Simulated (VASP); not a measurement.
A VASP calculation is set up with these files.

**KPOINTS**
```
Automatic
0
gamma
 7 7 4
0 0 0
```

**POSCAR**
```
MgI2
1
    2.0613441916    -3.5703524544     0.0000000000
    2.0613441916     3.5703524544    -0.0000000000
    0.0000000000     0.0000000000     6.8758358455
Mg I
1 2
Direct
  0.0000000000   0.0000000000   0.0000000000
  0.3333330000   0.6666670000   0.2435707319
  0.6666670000   0.3333330000   0.7564292681
```

### INCAR
```
! general
SYSTEM   =  MgI2
PREC     =  Accurate
ENCUT    =  520   ! plane-wave cut-off (eV)
LREAL    =  .False.   ! projection in real space or not
LASPH    =  .True.   ! aspherical one-centre terms

! electronic loop
EDIFF    =  1E-7   ! SCF stop (eV)
NELM     =  100
ALGO     =  Normal   ! blocked Davidson
LMAXMIX  =  4   ! l cut-off of mixed one-centre charges

! smearing
ISMEAR   =  -5   ! tetrahedra, Bloechl

! functional
GGA      =  PE
IVDW     =  12   ! D3, Becke-Johnson

! ions
ISIF     =  2

! output
LWAVE    =  .False.
LCHARG   =  .True.
LORBIT   =  11
NEDOS    =  601   ! DOS grid

! other
LEFG     =  .True.
```

POTCAR, in this order: Mg I (PBE.64 set). Program: vasp_std.

### Question
Write an equivalent input for Quantum ESPRESSO's pw.x.

### Answer
One equivalent input (not run):
```
&CONTROL
  calculation = 'scf'
  pseudo_dir = './pseudo'
  outdir = './out'
  tprnfor = .true.
  tstress = .true.
/
&SYSTEM
  ibrav = 0
  nat = 3
  ntyp = 2
  ecutwfc = 84
  occupations = 'tetrahedra'
  input_dft = 'pbe'
  vdw_corr = 'grimme-d3'
  dftd3_version = 4
  dftd3_threebody = .false.
/
&ELECTRONS
  conv_thr = 7.3e-09
  electron_maxstep = 100
/
ATOMIC_SPECIES
  Mg 24.305 Mg.upf
  I 126.904 I.upf
CELL_PARAMETERS angstrom
     2.0613442   -3.5703525    0.0000000
     2.0613442    3.5703525   -0.0000000
     0.0000000    0.0000000    6.8758358
ATOMIC_POSITIONS crystal
  Mg   0.0000000  0.0000000  0.0000000
  I    0.3333330  0.6666670  0.2435707
  I    0.6666670  0.3333330  0.7564293
K_POINTS automatic
  7 7 4 0 0 0
```
What does not carry over: the potentials are each code's own (VASP's PAW set, PseudoDojo norm-conserving files in pw.x), so ENCUT and ecutwfc are chosen apart and not converted; conv_thr bounds pw.x's estimated SCF error, while EDIFF bounds the energy change between steps; the field gradients of LEFG aren't asked of the other code.

The compound is MgI2 in the 1T layered structure. It was relaxed first.
